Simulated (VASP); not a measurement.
These are PBE GGA, VASP's PBE PAW potentials (set 64) (plane waves; VASP) values and carry that method's errors.

VASP input:

**KPOINTS**
```
kpoints
0
G
 14 14 7
```

POSCAR:
```
Zn
1
    1.3566000000    -2.3497010000     0.0000000000
    1.3566000000     2.3497010000     0.0000000000
    0.0000000000     0.0000000000     5.0490000000
Zn
2
Direct
  0.3333330000   0.6666670000   0.2500000000
  0.6666670000   0.3333330000   0.7500000000
```

**INCAR**
```
ALGO = Normal
EDIFF = 1E-3
ENCUT = 400
GGA = PE
ISIF = 2
ISMEAR = 1
LASPH = T
LCHARG = F
LMAXMIX = 4
LREAL = F
LWAVE = F
NELM = 100
PREC = Accurate
SIGMA = 0.1
SYSTEM = Zn
```

POTCAR, in this order: Zn (PBE.64 set). Program: vasp_std.

What does the run give for the energy per atom (σ→0), pressure, band gap (on the k-mesh)?

The energy per atom (σ→0) comes out as -1.091 eV/atom, the band gap (on the k-mesh) comes out as none (metal, semimetal or under 0.01 eV) and the pressure is -3.85 GPa.

File OSZICAR:
```
...
DAV:   3    -0.235774429425E+01   -0.23467E+01   -0.23438E+01  3832   0.566E+01
DAV:   4    -0.236407984002E+01   -0.63355E-02   -0.63353E-02  3600   0.305E+00
DAV:   5    -0.236408970838E+01   -0.98684E-05   -0.98679E-05  2936   0.997E-02    0.353E+00
DAV:   6    -0.219404900847E+01    0.17004E+00   -0.86944E-01  3136   0.202E+01    0.274E+00
DAV:   7    -0.218681688832E+01    0.72321E-02   -0.25542E-02  3896   0.290E+00    0.143E+00
DAV:   8    -0.218302190914E+01    0.37950E-02   -0.15596E-03  2440   0.681E-01    0.449E-02
DAV:   9    -0.218305133036E+01   -0.29421E-04   -0.38610E-04  1768   0.275E-01
   1 F= -.21830513E+01 E0= -.21827905E+01  d E =-.782630E-03
```

The compound is Zn in the hcp structure. The cell was not relaxed at this level. The run is one of a series of settings (EDIFF = 1E-3 against the base run), some of them coarse on purpose.
